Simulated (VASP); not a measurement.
Calculation: MS2 meta-GGA, VASP's PBE PAW potentials (set 64) (plane waves; VASP 6.6.1).

Input for VASP

### KPOINTS
```
Automatic mesh
0
Gamma
6 6 6
0 0 0
```

**POSCAR**
```
SrCl2
1
    0.0000000000     3.4996152758     3.4996152758
    3.4996152758     0.0000000000     3.4996152758
    3.4996152758     3.4996152758     0.0000000000
Sr Cl
1 2
Direct
  0.0000000000   0.0000000000   0.0000000000
  0.2500000000   0.2500000000   0.2500000000
  0.7500000000   0.7500000000   0.7500000000
```

INCAR:
```
SYSTEM = SrCl2
PREC = Accurate
ENCUT = 520
EDIFF = 1E-7
NELM = 100
ALGO = Normal
LREAL = .FALSE.
LASPH = .TRUE.
ISMEAR = 0
SIGMA = 0.05
METAGGA = MS2
LMIXTAU = .TRUE.
LMAXMIX = 4
LWAVE = .FALSE.
LCHARG = .FALSE.
ISIF = 2
```

POTCAR, in this order: Sr_sv Cl (PBE.64 set). Program: vasp_std.

The resulting files:

**OSZICAR**
```
       N       E                     dE             d eps       ncg     rms          rms(c)
DAV:   1     0.112095447216E+03    0.11210E+03   -0.10814E+04   512   0.125E+03
DAV:   2    -0.332522671547E+02   -0.14535E+03   -0.14193E+03   688   0.253E+02
DAV:   3    -0.434427162301E+02   -0.10190E+02   -0.99386E+01   928   0.630E+01
DAV:   4    -0.437432306758E+02   -0.30051E+00   -0.29710E+00   576   0.942E+00
DAV:   5    -0.437531400964E+02   -0.99094E-02   -0.98873E-02   728   0.144E+00    0.297E+01
DAV:   6    -0.255124012720E+02    0.18241E+02   -0.13047E+02   512   0.516E+01    0.159E+01
DAV:   7    -0.257220443434E+02   -0.20964E+00   -0.11676E+01   688   0.296E+01    0.169E+01
DAV:   8    -0.284193152310E+02   -0.26973E+01   -0.63657E-01   608   0.915E+00    0.213E+01
DAV:   9    -0.239333456174E+02    0.44860E+01   -0.87952E+00   680   0.272E+01    0.632E+00
DAV:  10    -0.243119947376E+02   -0.37865E+00   -0.10930E+00   928   0.825E+00    0.656E+00
DAV:  11    -0.247699337311E+02   -0.45794E+00   -0.15537E-01   576   0.541E+00    0.646E+00
DAV:  12    -0.226373065524E+02    0.21326E+01   -0.22776E+00   520   0.133E+01    0.382E+00
DAV:  13    -0.227157728518E+02   -0.78466E-01   -0.15353E-01   848   0.296E+00    0.413E+00
DAV:  14    -0.228226543297E+02   -0.10688E+00   -0.87078E-02   712   0.377E+00    0.454E+00
DAV:  15    -0.227777651022E+02    0.44889E-01   -0.42029E-03   584   0.978E-01    0.456E+00
DAV:  16    -0.235473642650E+02   -0.76960E+00   -0.47659E-01   688   0.809E+00    0.182E+00
DAV:  17    -0.235310366980E+02    0.16328E-01   -0.60648E-02   712   0.261E+00    0.262E+00
DAV:  18    -0.230210260956E+02    0.51001E+00   -0.29746E-01   568   0.642E+00    0.234E+00
DAV:  19    -0.234598145611E+02   -0.43879E+00   -0.17384E-01   528   0.493E+00    0.239E+00
DAV:  20    -0.235399113500E+02   -0.80097E-01   -0.90904E-02   712   0.350E+00    0.112E+00
DAV:  21    -0.235412295461E+02   -0.13182E-02   -0.83607E-03   672   0.105E+00    0.115E+00
DAV:  22    -0.235449380973E+02   -0.37086E-02   -0.29205E-03   608   0.752E-01    0.979E-01
DAV:  23    -0.235543599234E+02   -0.94218E-02   -0.43739E-03   704   0.628E-01    0.668E-01
DAV:  24    -0.235549295561E+02   -0.56963E-03   -0.10547E-03   640   0.339E-01    0.464E-01
DAV:  25    -0.235575179346E+02   -0.25884E-02   -0.24891E-03   792   0.467E-01    0.211E-01
DAV:  26    -0.235567666638E+02    0.75127E-03   -0.10584E-03   888   0.256E-01    0.122E-01
DAV:  27    -0.235569843805E+02   -0.21772E-03   -0.16878E-04   912   0.119E-01    0.582E-02
DAV:  28    -0.235569710300E+02    0.13350E-04   -0.23877E-05   840   0.508E-02    0.339E-02
DAV:  29    -0.235569817713E+02   -0.10741E-04   -0.43476E-05   560   0.726E-02    0.472E-02
DAV:  30    -0.235569962096E+02   -0.14438E-04   -0.11266E-05   632   0.321E-02    0.596E-02
DAV:  31    -0.235569983632E+02   -0.21536E-05   -0.26542E-06   752   0.123E-02    0.512E-02
DAV:  32    -0.235569977507E+02    0.61256E-06   -0.19655E-06   944   0.123E-02    0.306E-02
DAV:  33    -0.235569972828E+02    0.46784E-06   -0.72848E-07   520   0.109E-02    0.174E-02
DAV:  34    -0.235569974045E+02   -0.12172E-06   -0.30175E-07   872   0.434E-03    0.113E-02
DAV:  35    -0.235569974730E+02   -0.68491E-07   -0.15654E-07   536   0.388E-03
   1 F= -.23556997E+02 E0= -.23556997E+02  d E =-.923201E-18
```

OUTCAR:
```
------------------------ aborting loop because EDIFF is reached ----------------------------------------
  FORCE on cell =-STRESS in cart. coord.  units (eV):
  Direction    XX          YY          ZZ          XY          YZ          ZX
  --------------------------------------------------------------------------------------
  Total        0.0078055      0.0078055      0.0078055     -0.0000000     -0.0000000      0.0000000
  in kB        0.1458888      0.1458888      0.1458888     -0.0000000     -0.0000000      0.0000000
  external PRESSURE =       0.1458888 kB  Pullay stress =       0.0000000 kB
  volume of cell :       85.72
      direct lattice vectors                 reciprocal lattice vectors
     0.000000000  3.499615276  3.499615276    -0.142872848  0.142872848  0.142872848
     3.499615276  0.000000000  3.499615276     0.142872848 -0.142872848  0.142872848
     3.499615276  3.499615276  0.000000000     0.142872848  0.142872848 -0.142872848
 POSITION                                       TOTAL-FORCE (eV/Angst)
 -----------------------------------------------------------------------------------
      0.00000      0.00000      0.00000        -0.000000     -0.000000     -0.000000
      1.74981      1.74981      1.74981         0.000000      0.000000      0.000000
      5.24942      5.24942      5.24942        -0.000000     -0.000000     -0.000000
 -----------------------------------------------------------------------------------
    total drift:                               -0.000000     -0.000000      0.000000
  FREE ENERGIE OF THE ION-ELECTRON SYSTEM (eV)
  ---------------------------------------------------
  free  energy   TOTEN  =       -23.5569974730 eV

  energy  without entropy=      -23.5569974730  energy(sigma->0) =      -23.55699747
```
(Selected blocks of OUTCAR.)

### OUTCAR
```
 val. band max:       -0.2383890356   @ k =   0.5000   0.5000   0.0000

 cond. band min:       5.7458928389   @ k =   0.0000   0.0000   0.0000


 Fermi energy:         0.0517905490

 k-point     1 :       0.0000    0.0000    0.0000
  band No.  band energies     occupation
      1     -34.0536      2.00000
      2     -15.4936      2.00000
      3     -15.4936      2.00000
      4     -15.4936      2.00000
      5     -14.2889      2.00000
      6     -13.4791      2.00000
      7      -2.3099      2.00000
      8      -2.3099      2.00000
      9      -2.3099      2.00000
     10      -0.5741      2.00000
     11      -0.5741      2.00000
     12      -0.5741      2.00000
     13       5.7459      0.00000
     14       6.4695      0.00000
     15       6.4695      0.00000
     16       9.3122      0.00000

 k-point     2 :       0.1667    0.0000    0.0000
  band No.  band energies     occupation
      1     -34.0528      2.00000
      2     -15.5993      2.00000
      3     -15.4967      2.00000
      4     -15.4967      2.00000
      5     -14.1250      2.00000
      6     -13.5317      2.00000
      7      -2.2109      2.00000
      8      -2.2109      2.00000
      9      -2.1333      2.00000
     10      -0.8613      2.00000
     11      -0.7169      2.00000
     12      -0.7169      2.00000
     13       6.3011      0.00000
     14       6.6625      0.00000
     15       6.6625      0.00000
     16       8.4192      0.00000

 k-point     3 :       0.3333    0.0000    0.0000
  band No.  band energies     occupation
      1     -34.0513      2.00000
      2     -15.7539      2.00000
      3     -15.5030      2.00000
      4     -15.5030      2.00000
      5     -13.9221      2.00000
      6     -13.5613      2.00000
      7      -1.9587      2.00000
      8      -1.9587      2.00000
      9      -1.7947      2.00000
     10      -1.3552      2.00000
     11      -1.0398      2.00000
     12      -1.0398      2.00000
     13       6.9645      0.00000
...
```

The compound is SrCl2 in the fluorite structure. It was relaxed first.
